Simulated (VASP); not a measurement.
All values below come from LDA (Ceperley-Alder, Perdew-Zunger), VASP's LDA PAW potentials (set 64) (plane waves; VASP).

VASP ran on this input.

**INCAR**
```
! general
SYSTEM   =  ZrB2
PREC     =  Accurate
ENCUT    =  400   ! plane-wave cut-off (eV)
LREAL    =  F   ! projection in real space or not
LASPH    =  T

! electronic loop
EDIFF    =  1E-6
NELM     =  100
ALGO     =  Normal   ! blocked Davidson
LMAXMIX  =  4   ! l cut-off of mixed one-centre charges

! smearing
ISMEAR   =  -1
SIGMA    =  0.1

! ions
ISIF     =  2   ! forces and stress, cell fixed

! output
LWAVE    =  F
LCHARG   =  F
```

### KPOINTS
```
Regular mesh
0
G
  10 10 1
0 0 0
```

POSCAR:
```
ZrB2
1
    3.1700000000     0.0000000000     0.0000000000
   -1.5850000000     2.7453010000     0.0000000000
    0.0000000000     0.0000000000    17.2950000000
Zr B
2 4
Direct
  0.0000000000   0.0000000000   0.4489740000
  0.0000000000   0.0000000000   0.6530790000
  0.6666670000   0.3333330000   0.3469210000
  0.3333330000   0.6666670000   0.3469210000
  0.6666670000   0.3333330000   0.5510260000
  0.3333330000   0.6666670000   0.5510260000
```

POTCAR, in this order: Zr_sv B (LDA.64 set). Program: vasp_std.

What will the output report for the number of irreducible k-points (NKPTS), largest plane-wave count, number of space-group operations, FFT grid (NGX, NGY, NGZ)?

The number of irreducible k-points (NKPTS) is 14 and the largest plane-wave count comes out as 2754. The number of space-group operations is 12 and the FFT grid (NGX, NGY, NGZ) comes out as 24 × 24 × 120.

The cell is a sheet with vacuum, built from a generated structure.
